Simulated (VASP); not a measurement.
Crystal: Mg.

```xyz
2
Lattice="3.2093 0.0000 0.0000 -1.6046 2.7793 0.0000 0.0000 0.0000 5.2103" Properties=species:S:1:pos:R:3 pbc="T T T"
Mg    0.0000    1.8529    1.3026
Mg    1.6046    0.9264    3.9077
```

```yaml
Program: VASP 6.6.1
Task: relaxation of cell and atoms
Functional: LDA
Potentials_or_basis: VASP PAW LDA potentials, release 64 (Mg)
Cutoff: 600 eV
k_mesh: 15 × 15 × 8
Occupations: gaussian, width 0.1 eV
Spin: no spin polarisation
```

At the start: pressure -2.8 GPa; volume 23.24 Å³/atom.

Q: Where does the relaxation end?

A: Over 6 steps the energy falls by 17.6 meV/atom and the volume is 21.41 Å³/atom (-7.9 %); space group P6_3/mmc (No. 194, to 0.05 Å).

The path:
```
step  energy change (eV)  largest force (eV/Å)  pressure (GPa)  volume (Å³)
   1              0.0000                0.0000           -2.81        46.47
   2             -0.0322                0.0000           -0.85        43.79
   3             -0.0349                0.0000           -0.02        42.87
   4             -0.0349                0.0000            0.04        42.80
   5             -0.0351                0.0000            0.04        42.81
   6             -0.0351                0.0000            0.03        42.82
```

Final structure:
```yaml
crystal:
  lattice:
    - [3.13723, 0.00000, 0.00000]
    - [-1.56861, 2.71692, 0.00000]
    - [0.00000, 0.00000, 5.02414]
  atoms:
    - { symbol: Mg, position: [0.33333, 0.66667, 0.25000] }
    - { symbol: Mg, position: [0.66667, 0.33333, 0.75000] }
```
